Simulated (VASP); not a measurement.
Here is the system:

```
CELL_PARAMETERS angstrom
      2.89447     0.00000     0.00000
      0.00000     2.89447     0.00000
      0.00000     0.00000     2.89447
ATOMIC_POSITIONS crystal
  Al 0.50000 0.50000 0.50000
  Ni 0.00000 0.00000 0.00000
```

Method: PW91 GGA, VASP's PBE PAW potentials (set 64) (plane waves; VASP 6.6.1). Run with 520 eV cut-off, Gaussian smearing of 0.050 eV, potentials Al Ni.

Give the energies of bands 1 to 9 at the high-symmetry points, in eV from the Fermi level.

```tsv
band	Γ	X	M	R
1	-11.02	-6.85	-5.25	-4.04
2	-3.17	-6.69	-3.31	-4.04
3	-3.17	-2.71	-2.83	-4.04
4	-1.53	-2.22	-2.83	-0.99
5	-1.53	-2.22	-2.05	-0.99
6	-1.53	-1.45	-2.05	2.03
7	5.43	-0.66	-1.01	2.03
8	5.43	8.29	1.45	2.03
9	5.43	9.94	2.40	3.56
```

It has no gap at this level: it comes out as a metal or semimetal.

The compound is NiAl in the CsCl type structure. It was relaxed first. The run is not spin-polarised, so no magnetic state was tried. The electron count is odd and the run is not spin-polarised, which forces a metal.
